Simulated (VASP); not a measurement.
The system is Sn.

```
Sn
1.0
     0.00000    3.23334    3.23334
     3.23334    0.00000    3.23334
     3.23334    3.23334    0.00000
Sn
2
Direct
  0.00000 0.00000 0.00000
  0.25000 0.25000 0.25000
```

The cell was built by a generator and needn't be a form met in nature.

* Program: VASP 6.6.1
* Task: relaxation of cell and atoms
* Functional: PBEsol
* Potentials or basis: VASP PAW PBE potentials, release 64 (Sn_d)
* Cutoff: 600 eV
* k mesh: 10 × 10 × 10
* Occupations: gaussian, width 0.03 eV
* Spin: no spin polarisation

At the start: pressure 1.5 GPa; volume 33.80 Å³/atom.

Q: How do energy, volume and symmetry change on relaxing?

A: Over 3 steps the energy falls by 4.9 meV/atom and the volume is 34.92 Å³/atom (+3.3 %); space group Fd-3m (No. 227, to 0.05 Å).

The path:
```csv
step,energy change (eV),largest force (eV/Å),pressure (GPa),volume (Å³)
1,0.0000,0.0000,1.47,67.61
2,-0.0086,0.0000,-0.46,70.69
3,-0.0099,0.0000,0.00,69.84
```

Final structure:
```xyz
2
Lattice="0.0000 3.2686 3.2686 3.2686 0.0000 3.2686 3.2686 3.2686 0.0000" Properties=species:S:1:pos:R:3 pbc="T T T"
Sn    0.0000    0.0000    0.0000
Sn    1.6343    1.6343    1.6343
```

Caveat: the PAW data sets were made with another functional, which shifts forces and pressure a little.
